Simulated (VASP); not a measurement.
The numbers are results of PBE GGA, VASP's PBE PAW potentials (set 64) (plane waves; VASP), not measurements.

A VASP calculation is set up with these files.

**POSCAR**
```
TaSi
1.0
 -1.6976690000   1.6976690000   5.7474720000
  1.6976690000  -1.6976690000   5.7474720000
  1.6976690000   1.6976690000  -5.7474720000
Ta Si
2 2
Cart
  0.0000000000  -0.0000000000   8.6212080000
  0.0000000000   1.6976690000   0.0000000000
  0.0000000000  -0.0000000000   1.9081607040
 -0.0000000000   1.6976690000   4.7818967040
```

**INCAR**
```
NELM  =  100
LCHARG  =  .FALSE.
ALGO  =  Normal   # blocked Davidson
EDIFF  =  1E-6   # SCF stop (eV)
LMAXMIX  =  6
ISMEAR  =  1
PREC  =  Accurate
LASPH  =  .TRUE.   # aspherical one-centre terms
LREAL  =  .FALSE.   # projection in real space or not
ISIF  =  2   # forces and stress, cell fixed
ENCUT  =  400
SYSTEM  =  TaSi
LWAVE  =  .FALSE.
GGA  =  PE   # PBE
SIGMA  =  0.1   # width (eV)
```

### KPOINTS
```
Automatic mesh
0
Gamma
10 10 10
0 0 0
```

POTCAR, in this order: Ta_pv Si (PBE.64 set). Program: vasp_std.

What VASP printed:

OSZICAR:
```
       N       E                     dE             d eps       ncg     rms          rms(c)
DAV:   1     0.178180575881E+03    0.17818E+03   -0.14046E+04  3908   0.125E+03
DAV:   2    -0.310397821096E+02   -0.20922E+03   -0.20527E+03  4781   0.344E+02
DAV:   3    -0.370098344992E+02   -0.59701E+01   -0.57587E+01  4890   0.523E+01
DAV:   4    -0.371233452158E+02   -0.11351E+00   -0.11270E+00  4796   0.666E+00
DAV:   5    -0.371257495053E+02   -0.24043E-02   -0.24015E-02  4832   0.871E-01    0.224E+01
DAV:   6    -0.351265741746E+02    0.19992E+01   -0.75120E+00  4587   0.166E+01    0.937E+00
DAV:   7    -0.350300595865E+02    0.96515E-01   -0.66079E-01  5262   0.521E+00    0.277E+00
DAV:   8    -0.350116075538E+02    0.18452E-01   -0.64495E-02  4635   0.127E+00    0.332E-01
DAV:   9    -0.350112449871E+02    0.36257E-03   -0.50407E-03  4690   0.413E-01    0.140E-01
DAV:  10    -0.350112520214E+02   -0.70343E-05   -0.26660E-04  4652   0.145E-01    0.237E-02
DAV:  11    -0.350112541466E+02   -0.21251E-05   -0.39129E-05  4960   0.336E-02    0.115E-02
DAV:  12    -0.350112516225E+02    0.25240E-05   -0.70839E-06  4750   0.193E-02    0.192E-03
DAV:  13    -0.350112512753E+02    0.34729E-06   -0.21986E-07  2694   0.316E-03
   1 F= -.35011251E+02 E0= -.35010288E+02  d E =-.289006E-02
```

**OUTCAR**
```
------------------------ aborting loop because EDIFF is reached ----------------------------------------
  FORCE on cell =-STRESS in cart. coord.  units (eV):
  Direction    XX          YY          ZZ          XY          YZ          ZX
  --------------------------------------------------------------------------------------
  Total        2.1620798      2.1620798      2.7514250      0.0000000      0.0000000      0.0000000
  in kB       52.2804601     52.2804601     66.5312013      0.0000000      0.0000000      0.0000000
  external PRESSURE =      57.0307072 kB  Pullay stress =       0.0000000 kB
  volume of cell :       66.26
      direct lattice vectors                 reciprocal lattice vectors
    -1.697669000  1.697669000  5.747472000     0.000000000  0.294521488  0.086994769
     1.697669000 -1.697669000  5.747472000     0.294521488  0.000000000  0.086994769
     1.697669000  1.697669000 -5.747472000     0.294521488  0.294521488  0.000000000
 POSITION                                       TOTAL-FORCE (eV/Angst)
 -----------------------------------------------------------------------------------
      0.00000      0.00000      8.62121         0.000000      0.000000     -0.048434
      0.00000      1.69767      0.00000         0.000000      0.000000     -0.048434
      0.00000      0.00000      1.90816        -0.000000      0.000000      0.048434
      0.00000      1.69767      4.78190         0.000000     -0.000000      0.048434
 -----------------------------------------------------------------------------------
    total drift:                                0.000000      0.000000      0.000031
  FREE ENERGIE OF THE ION-ELECTRON SYSTEM (eV)
  ---------------------------------------------------
  free  energy   TOTEN  =       -35.0112512753 eV

  energy  without entropy=      -35.0083612181  energy(sigma->0) =      -35.01028792
```
(Selected blocks of OUTCAR.)

The structure was generated: TaSi was put into the NbAs type (I4_1md), which need not be its known phase. The cell was not relaxed at this level.
